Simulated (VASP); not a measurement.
Given:

```
CELL_PARAMETERS angstrom
      2.21403    -3.83482     0.00000
      2.21403     3.83482     0.00000
      0.00000     0.00000     6.94717
ATOMIC_POSITIONS crystal
  Mg 0.00000 0.00000 0.00000
  Mg 0.33333 0.66667 0.63184
  Mg 0.66667 0.33333 0.36816
  Sb 0.33333 0.66667 0.21942
  Sb 0.66667 0.33333 0.78058
```

Method: PBEsol GGA, VASP's PBE PAW potentials (set 64) (plane waves; VASP). Settings: 500 eV cut-off, 6×6×3 Γ-centred mesh, Gaussian smearing of 0.050 eV, potentials Mg Sb.

Energy and stress use the plane-wave basis of the starting cell.

Q: The ions, cell shape and volume at an external pressure of 10.0 GPa are relaxed. Which structure does the run end with?

A: 
```
CELL_PARAMETERS angstrom
      2.16702    -3.75339     0.00000
      2.16702     3.75339     0.00000
      0.00000     0.00000     6.77554
ATOMIC_POSITIONS crystal
  Mg 0.00000 0.00000 0.00000
  Mg 0.33333 0.66667 0.63107
  Mg 0.66667 0.33333 0.36893
  Sb 0.33333 0.66667 0.21649
  Sb 0.66667 0.33333 0.78351
```
Space group P-3m1 (164), at a tolerance of 0.03 Å.

Q: How do energy and volume change from the first to the last step?

A: The energy (σ→0) changes by +70.7 meV/atom and the volume by -6.6 %, in 8 ionic steps.

| step | E(σ→0) (eV) | max force (eV/Å) | pressure (GPa) | volume (Å³) |
|---|---|---|---|---|
| 1 | -15.9710 | 0.014 | 4.93 | 117.97 |
| 2 | -15.2724 | 0.296 | 14.08 | 105.68 |
| 3 | -15.6261 | 0.167 | 9.98 | 110.42 |
| 4 | -15.6168 | 0.171 | 10.10 | 110.27 |
| 5 | -15.6135 | 0.107 | 10.11 | 110.18 |
| 6 | -15.6058 | 0.021 | 10.13 | 110.04 |
| 7 | -15.6270 | 0.014 | 9.86 | 110.37 |
| 8 | -15.6174 | 0.017 | 9.98 | 110.22 |

The compound is Mg3Sb2 in the a-la2o3 structure. This run relaxes it under an external pressure of 10 GPa. Symmetry was kept, so distortions that lower it aren't found. The k-mesh is coarse (spacing up to 0.31 per Å, 2π included), so the numbers may not be converged in it.
